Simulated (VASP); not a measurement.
Output of a VASP run:

File OUTCAR:
```
 ion  position               nearest neighbor table
   1  0.000  0.000  0.000-   2 2.45   2 2.45   2 2.45   2 2.45
   2  0.250  0.250  0.250-   1 2.45   1 2.45   1 2.45   1 2.45
  LATTYP: Found a face centered cubic cell.
 ALAT       =     5.6500000000
 Subroutine PRICEL returns:
 Original cell was already a primitive cell.
 Subroutine GETGRP returns: Found 24 space group operations
The static configuration has the point symmetry T_d .
The dynamic configuration has the point symmetry T_d .
 Subroutine INISYM returns: Found 24 space group operations
 Subroutine IBZKPT returns following result:
 Found     20 irreducible k-points:

 Following reciprocal coordinates:
            Coordinates               Weight
  0.000000  0.000000  0.000000      1.000000
  0.142857  0.000000  0.000000      8.000000
  0.285714  0.000000  0.000000      8.000000
  0.428571  0.000000  0.000000      8.000000
  0.142857  0.142857  0.000000      6.000000
  0.285714  0.142857  0.000000     24.000000
  0.428571  0.142857  0.000000     24.000000
 -0.428571  0.142857  0.000000     24.000000
 -0.285714  0.142857  0.000000     24.000000
 -0.142857  0.142857  0.000000     12.000000
  0.285714  0.285714  0.000000      6.000000
  0.428571  0.285714  0.000000     24.000000
 -0.428571  0.285714  0.000000     24.000000
 -0.285714  0.285714  0.000000     12.000000
  0.428571  0.428571  0.000000      6.000000
 -0.428571  0.428571  0.000000     12.000000
  0.428571  0.285714  0.142857     24.000000
 -0.428571  0.285714  0.142857     48.000000
 -0.428571  0.428571  0.142857     24.000000
 -0.285714  0.428571  0.142857     24.000000
   k-points           NKPTS =     20   k-points in BZ     NKDIM =     20   number of bands    NBANDS=     13
   number of dos      NEDOS =    301   number of ions     NIONS =      2
   total plane-waves  NPLWV =  27000
   dimension x,y,z NGX =    30 NGY =   30 NGZ =   30
   dimension x,y,z NGXF=    60 NGYF=   60 NGZF=   60
   ions per type =               1   1
   PREC   = accura    normal or accurate (medium, high low for compatibility)
   ISTART =      0    job   : 0-new  1-cont  2-samecut
   ICHARG =      2    charge: 1-file 2-atom 10-const
   ISPIN  =      1    spin polarized calculation?
   LNONCOLLINEAR =      F non collinear calculations
   LSORBIT =      F    spin-orbit coupling
   INIWAV =      1    electr: 0-lowe 1-rand  2-diag
   ENCUT  =  520.0 eV  38.22 Ry    6.18 a.u.   7.43  7.43  7.43*2*pi/ulx,y,z
   NELM   =    100;   NELMIN=  2; NELMDL= -5     # of ELM steps
   EDIFF  = 0.1E-05   stopping-criterion for ELM
   LREAL  =      F    real-space projection
   NLSPLINE    = F    spline interpolate recip. space projectors
   LMAXMIX     =    4 max onsite mixed and CHGCAR
   VOSKOWN=      0    Vosko Wilk Nusair interpolation
   EDIFFG = -.1E-01   stopping-criterion for IOM
   NSW    =     60    number of steps for IOM
   NBLOCK =      1;   KBLOCK =     60    inner block; outer block
   IBRION =      2    ionic relax: 0-MD 1-quasi-New 2-CG
   NFREE  =      1    steps in history (QN), initial steepest desc. (CG)
   ISIF   =      3    stress and relaxation
   ISYM   =      2    0-nonsym 1-usesym 2-fastsym
   TEIN   =    0.0    initial temperature
   TEBEG  =    0.0;   TEEND  =   0.0 temperature during run
   SMASS  =  -3.00    Nose mass-parameter (am)
   PSTRESS=    0.0 pullay stress
   NELECT =      18.0000    total number of electrons
   EFERMI =   0.00;   METHOD = LEGACY
   ISMEAR =     0;   SIGMA  =   0.05  broadening in eV -4-tet -1-fermi 0-gaus
   IALGO  =     38    algorithm
   LDIAG  =      T    sub-space diagonalisation (order eigenvalues)
   IMIX   =      4    mixing-type and parameters
     AMIX     =   0.40;   BMIX     =  1.00
     AMIX_MAG =   1.60;   BMIX_MAG =  1.00
     AMIN     =   0.10
   GGA     = ML    functional components
   VOSKOWN =     0    Vosko Wilk Nusair interpolation
   LHFCALC =     F    Hartree Fock is set to
   LHFONE  =     F    Hartree Fock one center treatment
...
```

### OSZICAR
```
       N       E                     dE             d eps       ncg     rms          rms(c)
DAV:   1     0.909152883208E+02    0.90915E+02   -0.95474E+03   528   0.187E+03
DAV:   2     0.405794141198E+01   -0.86857E+02   -0.84523E+02   560   0.333E+02
DAV:   3    -0.253643278238E+01   -0.65944E+01   -0.65517E+01   655   0.780E+01
DAV:   4    -0.265538828976E+01   -0.11896E+00   -0.11891E+00   622   0.117E+01
DAV:   5    -0.265749600796E+01   -0.21077E-02   -0.21077E-02   648   0.127E+00    0.283E+00
DAV:   6    -0.243422312901E+01    0.22327E+00   -0.39720E-01   733   0.957E+00    0.160E+00
DAV:   7    -0.240233684230E+01    0.31886E-01   -0.14113E-01   590   0.248E+00    0.594E-01
DAV:   8    -0.240058817346E+01    0.17487E-02   -0.15164E-02   620   0.152E+00    0.109E-01
DAV:   9    -0.240064980789E+01   -0.61634E-04   -0.17614E-03   646   0.679E-01    0.482E-02
DAV:  10    -0.240066655894E+01   -0.16751E-04   -0.90623E-05   637   0.106E-01    0.284E-02
DAV:  11    -0.240067731581E+01   -0.10757E-04   -0.32599E-05   550   0.794E-02    0.265E-03
DAV:  12    -0.240067744944E+01   -0.13363E-06   -0.77761E-07   445   0.158E-02
   1 F= -.24006774E+01 E0= -.24006755E+01  d E =-.240068E+01
       N       E                     dE             d eps       ncg     rms          rms(c)
DAV:   1    -0.738479531038E+01   -0.49841E+01   -0.80296E+01   680   0.212E+02    0.119E+01
DAV:   2    -0.374728413551E+01    0.36375E+01   -0.51542E+00   615   0.396E+01    0.595E+00
DAV:   3    -0.265697391260E+01    0.10903E+01   -0.23091E+00   670   0.267E+01    0.725E-01
DAV:   4    -0.257961117318E+01    0.77363E-01   -0.21787E-01   615   0.823E+00    0.465E-01
DAV:   5    -0.256598496874E+01    0.13626E-01   -0.14508E-02   628   0.198E+00    0.178E-01
DAV:   6    -0.256395571968E+01    0.20292E-02   -0.22367E-02   680   0.301E+00    0.777E-02
DAV:   7    -0.256350898799E+01    0.44673E-03   -0.24070E-03   680   0.940E-01    0.250E-02
DAV:   8    -0.256352056980E+01   -0.11582E-04   -0.11003E-04   605   0.104E-01    0.107E-02
DAV:   9    -0.256351762657E+01    0.29432E-05   -0.19854E-05   620   0.824E-02    0.200E-03
DAV:  10    -0.256351800288E+01   -0.37632E-06   -0.14432E-06   319   0.230E-02
   2 F= -.25635180E+01 E0= -.25634056E+01  d E =-.162841E+00
       N       E                     dE             d eps       ncg     rms          rms(c)
DAV:   1    -0.281750221778E+01   -0.25398E+00   -0.32618E+00   675   0.320E+01    0.282E+00
DAV:   2    -0.262476325459E+01    0.19274E+00   -0.41268E-01   645   0.152E+01    0.125E+00
DAV:   3    -0.257953374473E+01    0.45230E-01   -0.54167E-02   693   0.402E+00    0.309E-01
DAV:   4    -0.257490107872E+01    0.46327E-02   -0.44538E-03   560   0.890E-01    0.104E-01
DAV:   5    -0.257413293222E+01    0.76815E-03   -0.51572E-04   633   0.344E-01    0.145E-02
DAV:   6    -0.257413294032E+01   -0.80972E-08   -0.23608E-05   731   0.448E-02    0.740E-03
DAV:   7    -0.257413388108E+01   -0.94076E-06   -0.16605E-06   336   0.176E-02
   3 F= -.25741339E+01 E0= -.25740214E+01  d E =-.173456E+00
```

### OUTCAR
```
------------------------ aborting loop because EDIFF is reached ----------------------------------------
  FORCE on cell =-STRESS in cart. coord.  units (eV):
  Direction    XX          YY          ZZ          XY          YZ          ZX
  --------------------------------------------------------------------------------------
  Total       -0.0079486     -0.0079486     -0.0079486      0.0000000      0.0000000     -0.0000000
  in kB       -0.2451021     -0.2451021     -0.2451021      0.0000000      0.0000000     -0.0000000
  external PRESSURE =      -0.2451021 kB  Pullay stress =       0.0000000 kB
  volume of cell :       51.96
      direct lattice vectors                 reciprocal lattice vectors
    -0.000000000  2.961705147  2.961705147    -0.168821667  0.168821667  0.168821667
     2.961705147 -0.000000000  2.961705147     0.168821667 -0.168821667  0.168821667
     2.961705147  2.961705147 -0.000000000     0.168821667  0.168821667 -0.168821667
  FREE ENERGIE OF THE ION-ELECTRON SYSTEM (eV)
  ---------------------------------------------------
  free  energy   TOTEN  =        -2.5741338811 eV

  energy  without entropy=       -2.5739090089  energy(sigma->0) =       -2.57402144

 reached required accuracy - stopping structural energy minimisation
```
(Selected blocks of OUTCAR.)

File POSCAR:
```
GaAs
1
    0.0000000000     2.8250000000     2.8250000000
    2.8250000000     0.0000000000     2.8250000000
    2.8250000000     2.8250000000     0.0000000000
Ga As
1 1
Direct
  0.0000000000   0.0000000000   0.0000000000
  0.2500000000   0.2500000000   0.2500000000
```

Task: Write an INCAR and KPOINTS that could have produced this output.

Result: This is not unique; one that fits is the input of the run itself, vdW-DF2, plane waves, VASP's PBE PAW potentials (set 64).

**KPOINTS**
```
K-points
0
gamma
7 7 7
0 0 0
```

INCAR:
```
ENCUT=520   ! plane-wave cut-off (eV)
SYSTEM=GaAs
NSW=60   ! most ionic steps
LUSE_VDW=.TRUE.
ISIF=3   ! ions, shape and volume
PREC=Accurate
AGGAC=0.0
LASPH=.TRUE.   ! aspherical one-centre terms
SIGMA=0.05
GGA=ML
LMAXMIX=4   ! l cut-off of mixed one-centre charges
ZAB_VDW=-1.8867
EDIFF=1E-6
ALGO=Normal   ! blocked Davidson
LWAVE=.FALSE.
IBRION=2
LREAL=.FALSE.
ISMEAR=0   ! Gaussian
LCHARG=.FALSE.
EDIFFG=-0.01   ! ionic stop
NELM=100   ! most electronic steps
```

POTCAR, in this order: Ga_d As (PBE.64 set). Program: vasp_std.

Energy and stress use the plane-wave basis of the starting cell.

The compound is GaAs in the zinc blende structure. This run relaxes it. Symmetry was kept, so distortions that lower it aren't found.
